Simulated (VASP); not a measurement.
**A VASP study of Sn2Pb (vdW-DF-cx): structure first, properties next**

Aim: relax Sn2Pb, then compute properties on the relaxed cell. The steps: rough relaxation of the start cell, full relaxation (vdW-DF-cx), second relaxation, density, ELF and potential (vdW-DF-cx), band structure (vdW-DF-cx), total and projected DOS (vdW-DF-cx), volume scan with vdW-DF-cx, fit for vdW-DF-cx, zone-centre phonons (vdW-DF-cx) and bands along the symmetry lines (vdW-DF-cx + SOC). The cell is invented: it takes the structure of COD entry 8102994, BaSn2 (space group 164 there), with some of its atoms replaced by other elements, volume scaled by an estimate. It may not be a known or stable phase.

Main program and level: VASP 6.6.1; vdW-DF-cx; plane waves and PAW (Pb_d, Sn_d), in the first sound run; inputs show where later runs differ.

This is a report of a sequence of runs, with most program output left out.

## Step 1: Set-up

Before any relaxation, the start is as follows. The structure is trigonal, space group P-3m1 (No. 164). The conventional cell has a = 4.158 Å, b = 4.158 Å, c = 4.957 Å, α = 90.00°, β = 90.00°, γ = 120.00°. Nearest to Pb lie 6 Sn at 3.10 Å. Sn has 3 Sn at 2.61 Å and 3 Pb at 3.10 Å nearest. It derives from BaSn2. it takes the structure of COD entry 8102994, BaSn2 (space group 164 there), with some of its atoms replaced by other elements, volume scaled by an estimate. Farther neighbours are not listed.

Structure file:

```
Pb Sn
1.0
     4.15815    0.00000    0.00000
    -2.07908    3.60106    0.00000
     0.00000    0.00000    4.95725
Pb Sn
1 2
Direct
  0.00000 0.00000 0.50000
  0.66667 0.33333 0.89694
  0.33333 0.66667 0.10306
```

## Step 2: Rough relaxation of the start cell

The start is only an estimate, so a cheap relaxation brings it near a minimum before any careful run. vdW-DF-cx takes its exchange from the same plasmon model as its correlation. LUSE_VDW switches on a nonlocal correlation term for dispersion.

INCAR

```
SYSTEM = Sn2Pb
PREC = Normal
ENCUT = 400
EDIFF = 1E-05
NELM = 60
ISMEAR = 1
SIGMA = 0.2
LREAL = .FALSE.
ALGO = Fast
GGA = CX
AGGAC = 0
LUSE_VDW = .TRUE.
LASPH = .TRUE.
NBANDS = 27
LORBIT = 11
LWAVE = .FALSE.
LCHARG = .FALSE.
IBRION = 2
NSW = 40
ISIF = 3
EDIFFG = -0.04
```

POSCAR

```
Sn2Pb
1.0
    4.1581510000      0.0000000000      0.0000000000
   -2.0790750000      3.6010640000      0.0000000000
    0.0000000000      0.0000000000      4.9572450000
Pb Sn
1 2
Direct
    0.0000000000      0.0000000000      0.5000000000
    0.6666666700      0.3333333300      0.8969400000
    0.3333333300      0.6666666700      0.1030600000
```

KPOINTS

```
Automatic mesh
0
Gamma
5 5 4
0 0 0
```

PAW data sets: Pb_d and Sn_d (PBE family, release 64).

Started as:

```bash
> mpirun -np 1 vasp_std
```

It took 2.4 min on 1 MPI rank of Intel Xeon 6975P-C (Granite Rapids), shared host; peak memory 0.26 GiB.

The k-mesh is coarse for a metal. This relaxation is a rough one on cheap settings, only to bring the start near its minimum. The PAW data sets were made with PBE, which is usual practice but a small mismatch for other functionals. After so large a change of volume the plane waves of the start cell no longer fit, so the final stress carries a basis-set error. The run keeps the 12 symmetry operations of its start, so it cannot find a distortion of lower symmetry.

The steps of the relaxation:

| step | energy less that of the first step (eV) | largest force (eV/Å) | pressure (GPa) | volume (Å³) |
| --- | --- | --- | --- | --- |
| 1 | 0.0000 | 2.0036 | 18.03 | 74.23 |
| 2 | -0.5373 | 0.0198 | -6.10 | 108.26 |
| 3 | -0.9184 | 0.5174 | -0.68 | 91.84 |
| 4 | -0.9185 | 0.5412 | -0.38 | 91.47 |
| 5 | -0.9451 | 0.4237 | -0.37 | 90.61 |
| 6 | -0.9955 | 0.1671 | -0.12 | 88.07 |
| 7 | -0.9277 | 0.3963 | 3.05 | 83.06 |
| 8 | -1.0016 | 0.0488 | 0.89 | 86.74 |
| 9 | -1.0060 | 0.1116 | -1.67 | 89.49 |
| 10 | -1.0101 | 0.0513 | -0.61 | 88.43 |
| 11 | -1.0099 | 0.0276 | -0.02 | 88.09 |
| 12 | -1.0100 | 0.0552 | -0.12 | 88.23 |
| 13 | -1.0101 | 0.0553 | -0.07 | 88.27 |
| 14 | -1.0101 | 0.0628 | -0.17 | 88.35 |
| 15 | -1.0123 | 0.0266 | 0.03 | 88.04 |

| conventional cell, symmetrised | before | after | change |
| --- | --- | --- | --- |
| a (Å) | 4.158 | 4.529 | +8.9 % |
| b (Å) | 4.158 | 4.529 | +8.9 % |
| c (Å) | 4.957 | 4.956 | -0.0 % |
| volume (Å³/atom) | 24.74 | 29.35 | +18.6 % |

The atoms that moved most (Å, as changes of fractional coordinates times the final cell):

| atom | dx | dy | dz | length |
| --- | --- | --- | --- | --- |
| Sn3 | 0.000 | 0.000 | 0.192 | 0.192 |
| Sn2 | 0.000 | 0.000 | -0.192 | 0.192 |

The relaxed structure:

```xyz
3
Lattice="4.5290 0.0000 0.0000 -2.2645 3.9222 0.0000 0.0000 0.0000 4.9560" Properties=species:S:1:pos:R:3 pbc="T T T"
Pb    0.0000    0.0000    2.4780
Sn    2.2645    1.3074    4.2535
Sn    0.0000    2.6148    0.7024
```

Numbers from this step:

* electrons: 42
* bands: 27
* irreducible k-points: 17
* symmetry operations: 12
* free energy (TOTEN): -1.859 eV
* energy at zero smearing: -1.861 eV
* Fermi energy: 7.019 eV
* pressure: 0.03207 GPa
* metallic: yes
* SCF cycles over all ionic steps: 137

It ends with a largest force of 0.027 eV/Å and a pressure of 0.03 GPa.

## Step 3: Full relaxation (vdW-DF-cx)

Properties are meant for the cell that this level of theory prefers, so cell and atoms are relaxed first (ISIF = 3) until forces and stress are small; EDIFFG sets the threshold.

INCAR

```
SYSTEM = Sn2Pb
PREC = Accurate
ENCUT = 400
EDIFF = 1E-06
NELM = 100
ISMEAR = 1
SIGMA = 0.2
LREAL = .FALSE.
ALGO = Normal
GGA = CX
AGGAC = 0
LUSE_VDW = .TRUE.
LASPH = .TRUE.
NBANDS = 27
LORBIT = 11
LWAVE = .FALSE.
LCHARG = .FALSE.
IBRION = 2
NSW = 60
ISIF = 3
EDIFFG = -0.01
```

POSCAR

```
Sn2Pb
1.0
    4.5289724296      0.0000000523      0.0000000000
   -2.2644856249      3.9222046444      0.0000000000
    0.0000000000      0.0000000000      4.9559825960
Pb Sn
1 2
Direct
    0.0000000000      0.0000000000      0.5000000000
    0.6666666700      0.3333333300      0.8582623055
    0.3333333300      0.6666666700      0.1417376945
```

KPOINTS

```
Automatic mesh
0
Gamma
6 6 5
0 0 0
```

Started as:

```bash
> mpirun -np 1 vasp_std
```

The job ended after 3.1 min (1 MPI rank; peak memory 0.39 GiB).

Step by step:

| step | energy less that of the first step (eV) | largest force (eV/Å) | pressure (GPa) | volume (Å³) |
| --- | --- | --- | --- | --- |
| 1 | 0.0000 | 0.0859 | 0.38 | 88.04 |
| 2 | -0.0037 | 0.0812 | -0.08 | 88.93 |
| 3 | -0.0046 | 0.0793 | -0.49 | 89.77 |
| 4 | -0.0070 | 0.0635 | -0.40 | 89.71 |
| 5 | -0.0104 | 0.0019 | -0.16 | 89.53 |
| 6 | -0.0104 | 0.0030 | -0.11 | 89.52 |
| 7 | -0.0105 | 0.0001 | -0.01 | 89.30 |

| conventional cell, symmetrised | before | after | change |
| --- | --- | --- | --- |
| a (Å) | 4.529 | 4.485 | -1.0 % |
| b (Å) | 4.529 | 4.485 | -1.0 % |
| c (Å) | 4.956 | 5.126 | +3.4 % |
| volume (Å³/atom) | 29.35 | 29.77 | +1.4 % |

The atoms that moved most (Å, as changes of fractional coordinates times the final cell):

| atom | dx | dy | dz | length |
| --- | --- | --- | --- | --- |
| Sn3 | 0.000 | 0.000 | -0.026 | 0.026 |
| Sn2 | 0.000 | 0.000 | 0.026 | 0.026 |

Final coordinates:

```xyz
3
Lattice="4.4851 0.0000 0.0000 -2.2425 3.8842 0.0000 0.0000 0.0000 5.1263" Properties=species:S:1:pos:R:3 pbc="T T T"
Pb    0.0000    0.0000    2.5631
Sn    2.2425    1.2947    4.4255
Sn    0.0000    2.5895    0.7008
```

This step gave:

```
irreducible k-points            : 27
free energy (TOTEN)             : -1.864 eV
energy at zero smearing         : -1.863 eV
Fermi energy                    : 6.862 eV
pressure                        : -0.006737 GPa
SCF cycles over all ionic steps : 51
```

It ends with forces under 0.001 eV/Å and a pressure of -0.01 GPa.

## Step 4: Second relaxation

The basis stayed that of the start cell while the cell moved. A rerun from the cell reached resets it; the error of the finite cutoff stays.

INCAR is that of step 3.

POSCAR

```
Sn2Pb
1.0
    4.4850733107      0.0000000446      0.0000000000
   -2.2425360773      3.8841869108      0.0000000000
    0.0000000000      0.0000000000      5.1262583706
Pb Sn
1 2
Direct
    0.0000000000      0.0000000000      0.5000000000
    0.6666666700      0.3333333300      0.8632990367
    0.3333333300      0.6666666700      0.1367009633
```

KPOINTS is that of step 3.

Started as:

```bash
> mpirun -np 1 vasp_std
```

The job ended after 63 s (1 MPI rank; peak memory 0.4 GiB).

Little changed from the start: no atom moved by 0.005 Å and no cell edge by 0.1 %.

Numbers from this step:

```
free energy (TOTEN)             : -1.865 eV
energy at zero smearing         : -1.865 eV
Fermi energy                    : 6.854 eV
pressure                        : -0.01004 GPa
SCF cycles over all ionic steps : 18
```

It ends with forces under 0.001 eV/Å and a pressure of -0.01 GPa. The volume moved by only 0.06 %, so the volume is settled.

## Step 5: Density, ELF and potential (vdW-DF-cx)

The relaxed cell gets a fresh self-consistent run, on a basis set for its own volume, to fix the density and to check the remaining stress.

INCAR: that of step 4 with these lines changed.

```diff
@@ -16,6 +16,5 @@
 LWAVE = .FALSE.
-LCHARG = .FALSE.
-IBRION = 2
-NSW = 60
-ISIF = 3
-EDIFFG = -0.01
+LCHARG = .TRUE.
+ISIF = 2
+LELF = .TRUE.
+LVHAR = .TRUE.
```

POSCAR

```
Sn2Pb
1.0
    4.4849461670      0.0000000446      0.0000000000
   -2.2424725055      3.8840768012      0.0000000000
    0.0000000000      0.0000000000      5.1297456104
Pb Sn
1 2
Direct
    0.0000000000      0.0000000000      0.5000000000
    0.6666666700      0.3333333300      0.8632813417
    0.3333333300      0.6666666700      0.1367186583
```

KPOINTS is that of step 4.

Started as:

```bash
> mpirun -np 1 vasp_std
```

Wall time 42 s (1 MPI rank); peak memory 0.4 GiB.

This step gave:

| Quantity | Value |
| --- | --- |
| SCF cycles | 13 |
| pressure | -0.006305 GPa |

Valence electrons inside each PAW sphere by angular momentum. Sphere charges, by row:

| atom | s (e) | p (e) | d (e) | tot (e) |
| --- | --- | --- | --- | --- |
| Pb1 | 1.373 | 0.76 | 9.813 | 11.95 |
| Sn2 | 1.217 | 1.075 | 9.968 | 12.26 |
| Sn3 | 1.217 | 1.075 | 9.968 | 12.26 |

Valence density in the ac plane at fractional y = 0.000, with atoms of Pb within 0.2 Å of it. It is the smooth field of the valence electrons, not physical close to the nuclei.

Ten steps, logarithmic in the rise over the least value, from '0' (0.0 e/Å³) to '9' (7.7 e/Å³), each cell a mean:
```
00011223221000
00011222221000
11111222211111
22111122111122
44321111111234
76532111112457
98642100012578
99742100013589
98742100013579
87532110112467
55321111112345
32211111111223
11111222211111
00011222221100
00011223221000
00011223221000
```
Columns run along a (4.5 Å), rows up along c (5.1 Å). Atoms in or near the plane, at fractional coordinates: Pb at (0.00, 0.50).

ELF in the ac plane at fractional y = 0.000, with atoms of Pb within 0.2 Å of it. It is the smooth field of the valence electrons, not physical close to the nuclei.

Ten even steps from '_' (0.04) to '@' (0.55), each cell a mean:
```
____..--**%%@@@@@@##++::____
__....--**##########++::..__
--::::--++########**==--::::
++++====++**####**++======++
%%##**++==++****++====++**##
**##%%**============++##%%##
::--####++--::::::==++%%**::
##::**%%++--....::==**%%==::
::::####++--::..::==**%%++::
==**%%**++--------==++##%%++
%%%%##++====++++++====**##%%
**++++====********++====++**
==------++**######**==----==
......--++##########++::....
____..--**%%%%%%%%##++::..__
____..--**%%@@@@@@%%++::____
```
Columns run along a (4.5 Å), rows up along c (5.1 Å). Atoms in or near the plane, at fractional coordinates: Pb at (0.00, 0.50).

Electrostatic potential energy in the ac plane at fractional y = 0.000, with atoms of Pb within 0.2 Å of it. With pseudopotentials it is smooth inside the atoms' cores, unlike the true potential.

Ten even steps from '0' (-83 eV) to '9' (3 eV), each cell a mean:
```
99999999999999
99999999999999
99999999999999
99999999999999
78999999999988
34799999999864
01489999999730
00379999999610
00389999999620
13689999999852
67899999999986
99999999999999
99999999999999
99999999999999
99999999999999
99999999999999
```
Columns run along a (4.5 Å; values clipped at the 3rd and 97th percentile), rows up along c (5.1 Å). Atoms in or near the plane, at fractional coordinates: Pb at (0.00, 0.50).

In this run the pressure is -0.01 GPa, small enough to go on.

## Step 6: Band structure (vdW-DF-cx)

Levels along the symmetry lines show where the bands peak and cross; KPOINTS_OPT computes them in the converged potential.

INCAR: that of step 5 with these lines changed.

```diff
@@ -13,8 +13,5 @@
 LASPH = .TRUE.
-NBANDS = 27
+NBANDS = 34
 LORBIT = 11
 LWAVE = .FALSE.
-LCHARG = .TRUE.
-ISIF = 2
-LELF = .TRUE.
-LVHAR = .TRUE.
+LCHARG = .FALSE.
```

POSCAR is that of step 5.

KPOINTS is that of step 5.

KPOINTS_OPT

```
Line mode
16
Line-mode
Reciprocal
  0.00000000   0.00000000   0.00000000 GAMMA
  0.50000000   0.00000000   0.00000000 M

  0.50000000   0.00000000   0.00000000 M
  0.33333333   0.33333333   0.00000000 K

  0.33333333   0.33333333   0.00000000 K
  0.00000000   0.00000000   0.00000000 GAMMA

  0.00000000   0.00000000   0.00000000 GAMMA
  0.00000000   0.00000000   0.50000000 A

  0.00000000   0.00000000   0.50000000 A
  0.50000000   0.00000000   0.50000000 L

  0.50000000   0.00000000   0.50000000 L
  0.33333333   0.33333333   0.50000000 H

  0.33333333   0.33333333   0.50000000 H
  0.00000000   0.00000000   0.50000000 A

  0.50000000   0.00000000   0.50000000 L
  0.50000000   0.00000000   0.00000000 M

  0.33333333   0.33333333   0.00000000 K
  0.33333333   0.33333333   0.50000000 H
```

Started as:

```bash
> mpirun -np 1 vasp_std
```

It took 1.9 min on 1 MPI rank; peak memory 0.41 GiB.

Spin-orbit coupling is off here; with elements this heavy it splits and shifts levels by tenths of an eV or more.

Numbers from this step:

```yaml
bands: 34
pressure: -0.009790 GPa
```

Electronic bands along the path, in eV, zero at the Fermi level; # counts the bands kept:

| point | #3 | #4 | #5 | #6 | #7 | #8 | #9 | #10 |
| --- | --- | --- | --- | --- | --- | --- | --- | --- |
| Γ | -4.95 | -0.07 | -0.07 | 0.38 | 0.38 | 0.97 | 1.52 | 5.09 |
| 0.47 of the way | -5.02 | -2.54 | -1.67 | -0.89 | 2.38 | 2.45 | 3.08 | 4.41 |
| M | -5.21 | -2.44 | -1.74 | -1.33 | -0.79 | 2.75 | 3.33 | 3.95 |
| 0.47 of the way | -6.05 | -1.86 | -1.51 | -1.08 | -0.67 | 1.46 | 1.97 | 3.61 |
| K | -7.46 | -1.18 | -0.79 | -0.79 | -0.47 | 0.24 | 0.24 | 5.69 |
| 0.47 of the way | -5.49 | -2.50 | -2.40 | 0.24 | 0.72 | 2.00 | 2.44 | 4.63 |
| Γ | -4.95 | -0.07 | -0.07 | 0.38 | 0.38 | 0.97 | 1.52 | 5.09 |
| 0.47 of the way | -3.35 | -0.17 | -0.17 | 0.88 | 0.88 | 1.10 | 1.57 | 3.98 |
| A | -1.83 | -0.20 | -0.20 | 0.78 | 1.97 | 2.02 | 2.02 | 2.49 |
| 0.47 of the way | -4.23 | -2.04 | -0.69 | 0.27 | 0.44 | 0.60 | 2.48 | 4.91 |
| L | -6.80 | -4.41 | -1.17 | -0.28 | -0.24 | -0.03 | 5.30 | 6.22 |
| 0.47 of the way | -6.75 | -4.23 | -2.72 | -2.12 | 1.75 | 2.20 | 5.27 | 6.02 |
| H | -6.98 | -3.92 | -3.47 | -3.47 | 4.08 | 4.74 | 4.74 | 5.24 |
| 0.53 of the way | -4.58 | -2.04 | -1.83 | -1.08 | 1.39 | 2.40 | 2.92 | 2.97 |
| A | -1.83 | -0.20 | -0.20 | 0.78 | 1.97 | 2.02 | 2.02 | 2.49 |
| jump to L | -6.80 | -4.41 | -1.17 | -0.28 | -0.24 | -0.03 | 5.30 | 6.22 |
| 0.47 of the way | -6.01 | -3.54 | -1.98 | -1.19 | 1.14 | 1.31 | 2.48 | 4.57 |
| M | -5.21 | -2.44 | -1.74 | -1.33 | -0.79 | 2.75 | 3.33 | 3.95 |
| jump to K | -7.46 | -1.18 | -0.79 | -0.79 | -0.47 | 0.24 | 0.24 | 5.69 |
| 0.47 of the way | -7.27 | -2.92 | -2.42 | -2.42 | 1.78 | 2.34 | 2.34 | 6.06 |
| H | -6.98 | -3.92 | -3.47 | -3.47 | 4.08 | 4.74 | 4.74 | 5.24 |

Of the projections kept (Pb, Sn), the largest for each band there; the rest of the weight can lie on other orbitals:

| point | #3 | #4 | #5 | #6 | #7 | #8 | #9 | #10 |
| --- | --- | --- | --- | --- | --- | --- | --- | --- |
| Γ | Sn 0.87 | Sn 0.97 | Sn 0.97 | Pb 0.58 | Pb 0.58 | Sn 0.83 | Sn 0.71 | Sn 0.55 |
| M | Sn 0.75 | Sn 0.76 | Sn 0.68 | Sn 0.91 | Pb 0.56 | Sn 0.83 | Pb 0.58 | Sn 0.58 |
| K | Sn 0.95 | Sn 0.74 | Sn 0.84 | Sn 0.84 | Pb 0.67 | Sn 0.64 | Sn 0.64 | Sn 0.88 |
| Γ | Sn 0.87 | Sn 0.97 | Sn 0.97 | Pb 0.58 | Pb 0.58 | Sn 0.83 | Sn 0.71 | Sn 0.55 |
| A | Sn 0.72 | Sn 0.84 | Sn 0.84 | Sn 0.64 | Sn 0.83 | Pb 0.72 | Pb 0.72 | Sn 0.93 |
| L | Sn 0.93 | Sn 0.68 | Sn 0.97 | Pb 0.65 | Sn 0.63 | Sn 0.80 | Sn 0.54 | Sn 0.87 |

There is no gap at this level.

## Step 7: Total and projected DOS (vdW-DF-cx)

A density of states needs more k-points than a total energy; ISMEAR = -5 takes tetrahedra, and LORBIT projects the states on the PAW spheres. The mesh is finer than in the run before.

INCAR: that of step 6 with these lines changed.

```diff
@@ -5,3 +5,3 @@
 NELM = 100
-ISMEAR = 1
+ISMEAR = -5
 SIGMA = 0.2
@@ -17 +17,2 @@
 LCHARG = .FALSE.
+NEDOS = 2001
```

POSCAR is that of step 6.

KPOINTS

```
Automatic mesh
0
Gamma
9 9 7
0 0 0
```

Started as:

```bash
> mpirun -np 1 vasp_std
```

Run time: 80 s. Hardware: 1 MPI rank; peak memory 0.46 GiB.

With tetrahedra the forces and stress of a metal are not exact derivatives of the energy.

This step gave:

* SCF cycles: 14
* irreducible k-points: 69
* free energy (TOTEN): -1.869 eV
* Fermi energy: 6.909 eV
* pressure: -0.04688 GPa
* DOS at the Fermi level: 1.489 states/eV/cell

The density of states has structure finer than the step of the table below, so its rows give means over 1 eV, whole bins alone (the curve runs from -12.0 to 4.73 eV). Peaks (eV: height): total -9.0: 1.57, -7.6: 2.29, -0.8: 2.24, 0.8: 1.90; Sn p -0.8: 0.756, 0.8: 0.444; Pb p -0.9: 0.227, 0.7: 0.362; Sn s -7.6: 1.02, -6.6: 0.488.

States under -12.0 eV and over 4.7 eV are left out. The density of states by energy, zero at the Fermi level; means over each step; values in states/eV/cell:

| energy (eV) | total | Sn p | Pb p | Sn s | Sn d | Pb s |
| --- | --- | --- | --- | --- | --- | --- |
| -11 | 0.215 | 0.00215 | 6.0e-4 | 0.0656 | 0 | 0.0557 |
| -10 | 0.743 | 0.0181 | 0.00410 | 0.189 | 0.00108 | 0.233 |
| -9 | 1.22 | 0.0390 | 0.00681 | 0.213 | 0.00607 | 0.511 |
| -8 | 1.31 | 0.0522 | 0.0189 | 0.577 | 0.00939 | 0.197 |
| -7 | 0.800 | 0.0396 | 0.0126 | 0.334 | 0.00647 | 0.152 |
| -6 | 0.845 | 0.0546 | 0.0214 | 0.436 | 0.00775 | 0.0539 |
| -5 | 0.577 | 0.0419 | 0.0180 | 0.296 | 0.00434 | 0.0447 |
| -4 | 0.690 | 0.141 | 0.0642 | 0.118 | 0.00393 | 0.0306 |
| -3 | 1.24 | 0.347 | 0.133 | 0.0580 | 0.0129 | 0.0274 |
| -2 | 1.87 | 0.614 | 0.191 | 0.0429 | 0.0248 | 0.0298 |
| -1 | 1.84 | 0.619 | 0.189 | 0.0613 | 0.0321 | 0.0332 |
| 0 | 1.38 | 0.354 | 0.231 | 0.0667 | 0.0395 | 0.0178 |
| 1 | 1.74 | 0.411 | 0.318 | 0.109 | 0.0642 | 0.0236 |
| 2 | 1.57 | 0.393 | 0.232 | 0.116 | 0.0655 | 0.0324 |
| 3 | 1.53 | 0.383 | 0.200 | 0.112 | 0.0747 | 0.0353 |
| 4 | 1.76 | 0.386 | 0.208 | 0.0822 | 0.114 | 0.0216 |

The finer mesh and the other smearing move the Fermi level by +0.06 eV from the 6×6×5 run, one measure of the sampling error in the zero of the bands above. Of the states within 0.3 eV of the Fermi level, the largest shares in the PAW spheres are Sn p 24 %, Pb p 17 % and Sn s 5 %. The rest lies in smaller channels or between the spheres.

## Step 8: Volume scan with vdW-DF-cx, volume scale 0.94

An equation of state needs energies on both sides of the minimum, all on one mesh and cutoff.

INCAR

```
SYSTEM = Sn2Pb
PREC = Accurate
ENCUT = 400
EDIFF = 1E-06
NELM = 100
ISMEAR = 1
SIGMA = 0.2
LREAL = .FALSE.
ALGO = Normal
GGA = CX
AGGAC = 0
LUSE_VDW = .TRUE.
LASPH = .TRUE.
NBANDS = 27
LORBIT = 11
LWAVE = .FALSE.
LCHARG = .FALSE.
ISIF = 2
```

POSCAR

```
Sn2Pb
1.0
    4.3933909635      0.0000000437      0.0000000000
   -2.1966949156      3.8047876796      0.0000000000
    0.0000000000      0.0000000000      5.0250275412
Pb Sn
1 2
Direct
    0.0000000000      0.0000000000      0.5000000000
    0.6666666700      0.3333333300      0.8632813417
    0.3333333300      0.6666666700      0.1367186583
```

KPOINTS

```
Automatic mesh
0
Gamma
6 6 5
0 0 0
```

Started as:

```bash
> mpirun -np 1 vasp_std
```

Elapsed: 40 s, on 1 MPI rank; peak memory 0.4 GiB.

The scan keeps the cell's shape and the fractional positions fixed.

Numbers from this step:

```
SCF cycles              : 13
bands                   : 27
irreducible k-points    : 27
free energy (TOTEN)     : -1.807 eV
energy at zero smearing : -1.806 eV
Fermi energy            : 7.564 eV
pressure                : 3.525 GPa
```

Force by atom:

| atom | x (eV/Å) | y (eV/Å) | z (eV/Å) | size |
| --- | --- | --- | --- | --- |
| Pb1 | 0.000 | 0.000 | 0.000 | 0.000 |
| Sn2 | 0.000 | 0.000 | -0.109 | 0.109 |
| Sn3 | 0.000 | 0.000 | 0.109 | 0.109 |

The pressure here is 3.53 GPa.

## Step 9: Volume scan with vdW-DF-cx, volume scale 0.96

INCAR is that of step 8.

POSCAR

```
Sn2Pb
1.0
    4.4243313559      0.0000000440      0.0000000000
   -2.2121651078      3.8315828419      0.0000000000
    0.0000000000      0.0000000000      5.0604162250
Pb Sn
1 2
Direct
    0.0000000000      0.0000000000      0.5000000000
    0.6666666700      0.3333333300      0.8632813417
    0.3333333300      0.6666666700      0.1367186583
```

KPOINTS is that of step 8.

Started as:

```bash
> mpirun -np 1 vasp_std
```

Wall time 40 s (1 MPI rank); peak memory 0.4 GiB.

This step gave:

```
free energy (TOTEN)     : -1.840 eV
energy at zero smearing : -1.839 eV
Fermi energy            : 7.317 eV
pressure                : 2.207 GPa
```

Force by atom:

| atom | x (eV/Å) | y (eV/Å) | z (eV/Å) | size |
| --- | --- | --- | --- | --- |
| Pb1 | 0.0000 | 0.0000 | 0.0000 | 0.0000 |
| Sn2 | 0.0000 | 0.0000 | -0.0699 | 0.0699 |
| Sn3 | 0.0000 | 0.0000 | 0.0699 | 0.0699 |

The pressure falls from 3.53 to 2.21 GPa.

The run ends at a pressure of 2.21 GPa, with forces up to 0.070 eV/Å.

(Continued in part 2 of 2.)

[Lines on the potential files, build, host, timing and source positions are cut from VASP's logs without a mark.]

[Logs are printed without paths, hosts, clocks, repeated set-up lines and the standing remarks that a program may print on its own settings, such as how far it seeks lower states.]

[Hosts, paths, dates, database ids (printed as entryN), source tags and the programs' standing remarks are cut or masked in the printed files.]

[A measured line is paired with the nearest computed mode of its activity, which favours agreement.]
